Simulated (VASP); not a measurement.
Runs of VASP 6.6.1 on CuW. Symmetry: Pm-3m, No. 221, cubic system. Conventional cell: a = 2.967 Å, b = 2.967 Å, c = 2.967 Å, α = 90.00°, β = 90.00°, γ = 90.00°. Around W (site symmetry m-3m) lie 8 Cu at 2.57 Å. Around Cu (site symmetry m-3m) lie 8 W at 2.57 Å. The cell was built by a generator and needn't be a form met in nature.

| task | cell | cutoff (eV) | smearing | gap on the mesh (eV) | pressure (GPa) | relaxed volume (Å³/atom) |
| --- | --- | --- | --- | --- | --- | --- |
| relaxation of cell and atoms | relaxed | 600 | methfessel-paxton 0.025 eV | none | 0.0 | 14.02 |
| single point | Pm-3m, 14.01 Å³/atom | 520 | fermi-dirac 0.1 eV | none | (a) | - |
| single point | Pm-3m, 14.0 Å³/atom | 520 | methfessel-paxton 0.025 eV | none | 0.5 | - |
| relaxation of cell and atoms | relaxed | 600 | fermi-dirac 0.1 eV | none | 0.0 | 14.03 |

Alike in all rows: level PBE; potentials or basis VASP PAW PBE potentials, release 64 (W_sv, Cu); no spin polarisation; k mesh 6 × 6 × 6.

Q: Fill in the values left out.

A: (a) 0.6.

A k mesh can miss the band edges, and the runs leave out spin-orbit coupling on W.

A gap of «none» marks a metal or a gap under the smearing width.
